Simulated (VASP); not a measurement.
Energy against volume of HfC (rock salt). Level of theory: optB86b-vdW, VASP's PBE PAW potentials (set 64) (plane waves; VASP). Numerical set-up: 520 eV cut-off, 14×14×14 Γ-centred mesh, first-order Methfessel-Paxton smearing of 0.10 eV, potentials Hf_pv C.

```tsv
V (Å³/atom)	E (eV/atom)
12.046	-8.93013
12.418	-8.93912
12.791	-8.93081
13.163	-8.90763
```

Task: Fit these four points and predict the energy of the run at 11.673 Å³/atom.

Result: A cubic in V^(−2/3), the third-order Birch-Murnaghan form, passes through the four points with V0 = 12.42 Å³/atom and B0 = 248 GPa, and gives -8.9010 eV/atom there. The run gave -8.9010 eV/atom, -0.0 meV/atom from the fit; all five points give B0 = 248 GPa.

The compound is HfC in the rock salt structure. It was relaxed first.
